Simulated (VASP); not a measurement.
Set up this calculation in VASP 6.6.1, as the native input.

* Task: band structure
* Functional: PBE
* Potentials or basis: VASP PAW PBE potentials, release 64 (In_d, As)
* Cutoff: 520 eV
* k mesh: 10 × 10 × 10
* Occupations: gaussian, width 0.02 eV
* Spin: non-collinear spin, zero start, spin-orbit coupling
* Starting moments: [[0.0, 0.0, 0.0], [0.0, 0.0, 0.0]] μB
* Further INCAR settings: ALGO = Normal; EDIFF = 1e-07; NBANDS = 30

The system is InAs.

```
In As
1.0
     0.00000    3.09388    3.09388
     3.09388    0.00000    3.09388
     3.09388    3.09388    0.00000
In As
1 1
Direct
  0.00000 0.00000 0.00000
  0.25000 0.25000 0.25000
```

One way to write it, as run:

POSCAR

```
InAs                                    
1.0
    0.0000000000      3.0938838807      3.0938838807
    3.0938838807      0.0000000000      3.0938838807
    3.0938838807      3.0938838807      0.0000000000
  In              As            
     1     1
Direct
     0.0000000000000000    0.0000000000000000    0.0000000000000000
     0.2500000000000000    0.2500000000000000    0.2500000000000000
```

INCAR.step1

```
ALGO = Normal ; EDIFF = 1E-7
ENCUT = 520 ; GGA = PE
GGA_COMPAT = False ; ISIF = 2
ISMEAR = 0 ; KPAR = 4
LASPH = True ; LCHARG = True
LNONCOLLINEAR = True ; LORBIT = 11
LREAL = False ; LSORBIT = True
LWAVE = False ; MAGMOM = 0 0 0 0 0 0
NBANDS = 30 ; NELM = 80
PREC = Accurate ; SIGMA = 0.02
```

KPOINTS.step1

```
k-points
0
Gamma
  10 10 10
```

INCAR.step2

```
ALGO = Normal ; EDIFF = 1E-7
ENCUT = 520 ; GGA = PE
GGA_COMPAT = False ; ICHARG = 11
ISIF = 2 ; ISMEAR = 0
KPAR = 4 ; LASPH = True
LCHARG = False ; LNONCOLLINEAR = True
LORBIT = 11 ; LREAL = False
LSORBIT = True ; LWAVE = False
MAGMOM = 0 0 0 0 0 0 ; NBANDS = 30
NELM = 80 ; PREC = Accurate
SIGMA = 0.05
```

KPOINTS.step2

```
path GXWKGLUWLK,UX
10
line-mode
reciprocal
 0.0000000000  0.0000000000  0.0000000000  G
 0.5000000000  0.0000000000  0.5000000000  X

 0.5000000000  0.0000000000  0.5000000000  X
 0.5000000000  0.2500000000  0.7500000000  W

 0.5000000000  0.2500000000  0.7500000000  W
 0.3750000000  0.3750000000  0.7500000000  K

 0.3750000000  0.3750000000  0.7500000000  K
 0.0000000000  0.0000000000  0.0000000000  G

 0.0000000000  0.0000000000  0.0000000000  G
 0.5000000000  0.5000000000  0.5000000000  L

 0.5000000000  0.5000000000  0.5000000000  L
 0.6250000000  0.2500000000  0.6250000000  U

 0.6250000000  0.2500000000  0.6250000000  U
 0.5000000000  0.2500000000  0.7500000000  W

 0.5000000000  0.2500000000  0.7500000000  W
 0.5000000000  0.5000000000  0.5000000000  L

 0.5000000000  0.5000000000  0.5000000000  L
 0.3750000000  0.3750000000  0.7500000000  K

 0.6250000000  0.2500000000  0.6250000000  U
 0.5000000000  0.0000000000  0.5000000000  X
```

Potentials or basis: VASP PAW PBE potentials, release 64 (In_d, As).

Launch:

```bash
$ cat potpaw_PBE.64/In_d/POTCAR potpaw_PBE.64/As/POTCAR > POTCAR
$ cp INCAR.step1 INCAR
$ cp KPOINTS.step1 KPOINTS
$ mpirun -np 4 vasp_ncl > vasp.out
$ cp INCAR.step2 INCAR
$ cp KPOINTS.step2 KPOINTS
$ mpirun -np 4 vasp_ncl > vasp.out
```

It gave:

* Net moment: 0.00 μB per cell

Caveat: the log is that of the step along the path at fixed density, whose energy, stress, charges and moments have no meaning.

Wall time 81 s on 4 MPI ranks on Intel(R) Xeon(R) 6975P-C (Granite Rapids) (shared host), peak memory 0.51 GiB a rank.
